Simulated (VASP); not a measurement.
The system is WAu.

```
W Au
1.0
     0.00000    2.74798    2.74798
     2.74798    0.00000    2.74798
     2.74798    2.74798    0.00000
W Au
1 1
Direct
  0.00000 0.00000 0.00000
  0.75000 0.75000 0.75000
```

The cell was built by a generator and needn't be a form met in nature.

```yaml
Program: VASP 6.6.1
Task: relaxation of cell and atoms
Functional: revPBE
Dispersion: dDsC
Potentials_or_basis: VASP PAW PBE potentials, release 64 (W_sv, Au)
Cutoff: 600 eV
k_mesh: 8 × 8 × 8
Occupations: fermi-dirac, width 0.05 eV
Spin: no spin polarisation
```

At the start: pressure 28.8 GPa; volume 20.75 Å³/atom.

Question: Where does the relaxation end?

Answer: Over 8 steps the energy falls by 323.5 meV/atom and the volume is 24.00 Å³/atom (+15.7 %); space group F-43m (No. 216, to 0.05 Å).

The path:
```tsv
step	energy change (eV)	largest force (eV/Å)	pressure (GPa)	volume (Å³)
1	0.0000	0.0000	28.81	41.50
2	0.8758	0.0000	-19.53	68.19
3	-0.6450	0.0000	-5.72	50.29
4	-0.6541	0.0000	-1.37	48.50
5	-0.6468	0.0000	0.07	48.00
6	-0.6493	0.0000	-0.32	48.13
7	-0.6438	0.0000	0.40	47.85
8	-0.6470	0.0000	0.05	48.01
```

Final structure:
```xyz
2
Lattice="0.0000 2.8846 2.8846 2.8846 0.0000 2.8846 2.8846 2.8846 0.0000" Properties=species:S:1:pos:R:3 pbc="T T T"
W     0.0000    0.0000    0.0000
Au    4.3269    4.3269    4.3269
```

Caveat: the volume moved by over 15 % at a fixed basis, so the end points are rough; the PAW data sets were made with another functional, which shifts forces and pressure a little; pairwise dispersion overbinds metals, which lowers pressure and volume.
